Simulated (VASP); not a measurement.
```xyz
2
Lattice="2.8671 0.0000 0.0000 -1.4335 2.4829 0.0000 0.0000 0.0000 5.0865" Properties=species:S:1:pos:R:3 pbc="T T T"
Ta     0.0000     1.6553     1.2716
Ta     1.4335     0.8276     3.8149
```

Calculation: PBEsol GGA, VASP's PBE PAW potentials (set 64) (plane waves; VASP). Run with 400 eV cut-off, 16×16×8 Γ-centred mesh, tetrahedra with Blöchl corrections, potentials Ta_pv.

Unless said otherwise, spin-orbit coupling is left out, though it shifts the bands of the heavy elements here.

### Question
Estimate the energy per atom (σ→0), band gap (on the k-mesh) with the smallest direct gap where there is one.

### Answer

```json
{
 "band gap (on the k-mesh)": "none (metal, semimetal or under 0.01 eV)",
 "energy per atom (σ→0)": "-12.254 eV/atom"
}
```

The absolute energy has meaning only against runs of the same code, potentials and settings.

The structure was generated: Ta was put into the hcp type (P6_3/mmc), which need not be its known phase. It was relaxed first.
